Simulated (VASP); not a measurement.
Data:

```yaml
crystal:
  lattice:
    - [5.03959, 0.00000, 0.00000]
    - [-2.51980, 4.36442, 0.00000]
    - [0.00000, 0.00000, 5.92957]
  atoms:
    - { symbol: S, position: [0.00000, 0.00000, 0.00000] }
    - { symbol: Rb, position: [0.33333, 0.66667, 0.22818] }
    - { symbol: Rb, position: [0.66667, 0.33333, 0.77182] }
```

These are PBEsol GGA, VASP's PBE PAW potentials (set 64) (plane waves; VASP) values and carry that method's errors. Numerical set-up: 480 eV cut-off, 6×6×4 Γ-centred mesh, Gaussian smearing of 0.050 eV, potentials S Rb_sv.

Each relaxation starts from this cell; other phases were not tried.

Task: The cell is relaxed at 30 GPa. What happens?

Result: The volume per atom goes from 43.47 to 19.53 Å³ (-55.1 %), and the cell becomes a = b = 4.5872 Å, c = 3.2156 Å, α = β = 90.00°, γ = 120.00°, space group P-3m1. The gap on the mesh goes from 1.33 to 0.58 eV.

Failed runs are left out, and for metals the shear rows, which the mesh's noise covers.

The structure was generated: Rb2S was put into the CdI2 type (P-3m1), which need not be its known phase.
